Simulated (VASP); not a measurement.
Here is the system:

```yaml
crystal:
  lattice:
    - [4.09848, 0.00000, 0.00000]
    - [0.00000, 4.09848, 0.00000]
    - [0.00000, 0.00000, 4.09848]
  atoms:
    - { symbol: Ba, position: [0.00000, 0.00000, 0.00000] }
    - { symbol: Hf, position: [0.50000, 0.50000, 0.50000] }
    - { symbol: O, position: [0.50000, 0.00000, 0.50000] }
    - { symbol: O, position: [0.00000, 0.50000, 0.50000] }
    - { symbol: O, position: [0.50000, 0.50000, 0.00000] }
```

Level of theory: PBE GGA with D3 dispersion (zero damping), VASP's PBE PAW potentials (set 64) (plane waves; VASP). Numerical set-up: 520 eV cut-off, 5×5×5 Γ-centred mesh, Gaussian smearing of 0.050 eV, potentials Ba_sv Hf_pv O.

### Question
The job: BaHfO₃ (cubic perovskite), 5 atoms, PBE-D3 (zero damping), static run, 520 eV, 5×5×5 Γ-centred mesh. Roughly how much core time does it take on a busy server core?

### Answer
About 20 core-seconds (one run on a shared machine, a rough figure). It had 10 irreducible k-points, 23 bands, up to 1863 plane waves and 16 electronic steps.

The compound is BaHfO3 in the cubic perovskite structure. This cell is one point of a volume scan, at 0.94 of the reference volume.
